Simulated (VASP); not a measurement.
AlN:

```xyz
4
Lattice="3.1100 0.0000 0.0000 -1.5550 2.6933 0.0000 0.0000 0.0000 4.9800" Properties=species:S:1:pos:R:3 pbc="T T T"
Al    1.5550    0.8978    0.0000
Al    0.0000    1.7956    2.4900
N     1.5550    0.8978    1.9024
N     0.0000    1.7956    4.3924
```

Base run:

| Quantity | Value |
| --- | --- |
| Program | VASP 6.6.1 |
| Functional | PBE |
| Potentials or basis | VASP PAW PBE potentials, release 64 (Al, N) |
| Cutoff | 520 eV |
| k mesh | 8 × 8 × 5 |
| Occupations | fermi-dirac, width 0.05 eV |
| Spin | no spin polarisation |

Its results: band gap on the k mesh 4.21 eV, direct.

The run is repeated on the same cell with these changes: functional from PBE to TB-mBJ. What comes out?

Band gap on the k mesh 5.37 eV, direct.

Caveats: an odd mesh through Γ misses points on the zone boundary, where band edges often lie.

Not every run made on this cell is shown here.
